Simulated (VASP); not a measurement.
A run of VASP 6.6.1 is set up as follows.

The input INCAR:

```
PREC = Accurate
ENCUT = 520
EDIFF = 1E-6
ISMEAR = 0
SIGMA = 0.03
LREAL = F
LASPH = T
NELM = 150
ALGO = Normal
ISIF = 2
LWAVE = F
LCHARG = F
METAGGA = R2SCAN
LMIXTAU = T
NBANDS = 46
KPAR = 4
```

File KPOINTS:

```
regular mesh
0
Gamma
  4 4 4
```

POSCAR

```
Mg2ZnTeS2
1.0
    6.1606300000     -3.6060900000      0.0000000000
    6.1606300000      3.6060900000      0.0000000000
    0.0000000000      0.0000000000      6.8017000000
Mg Zn Te S
4 2 2 4
Direct
    0.0289590000      0.3331610000      0.0183440000
    0.6668390000      0.9710410000      0.0183440000
    0.3331610000      0.0289590000      0.5183440000
    0.9710410000      0.6668390000      0.5183440000
    0.3074220000      0.6925780000      0.9771660000
    0.6925780000      0.3074220000      0.4771660000
    0.6623280000      0.3376720000      0.8671210000
    0.3376720000      0.6623280000      0.3671210000
    0.3312590000      0.0012640000      0.8820620000
    0.9987360000      0.6687410000      0.8820620000
    0.0012640000      0.3312590000      0.3820620000
    0.6687410000      0.9987360000      0.3820620000
```

Potentials or basis: VASP PAW PBE potentials, release 64 (Mg, Zn, Te, S).

Run with:

```bash
$ cat potpaw_PBE.64/Mg/POTCAR potpaw_PBE.64/Zn/POTCAR potpaw_PBE.64/Te/POTCAR potpaw_PBE.64/S/POTCAR > POTCAR
$ mpirun -np 4 vasp_std > vasp.out
```

Question: What does it give for the pressure?

Answer: -1.3 GPa.

Question: Predict the largest force.

Answer: 0.049 eV/Å.

Forces in eV/Å, atoms in the order of the input:
```
Mg  -0.011  0.004 -0.001
Mg   0.011  0.004 -0.001
Mg  -0.011 -0.004 -0.001
Mg   0.011 -0.004 -0.001
Zn   0.000 -0.039  0.005
Zn   0.000  0.039  0.005
Te   0.000  0.028 -0.030
Te   0.000 -0.028 -0.030
S   -0.043 -0.018  0.013
S    0.043 -0.018  0.013
S   -0.043  0.018  0.013
S    0.043  0.018  0.013
```

Caveat: the PAW data sets were made with another functional, which shifts forces and pressure a little.
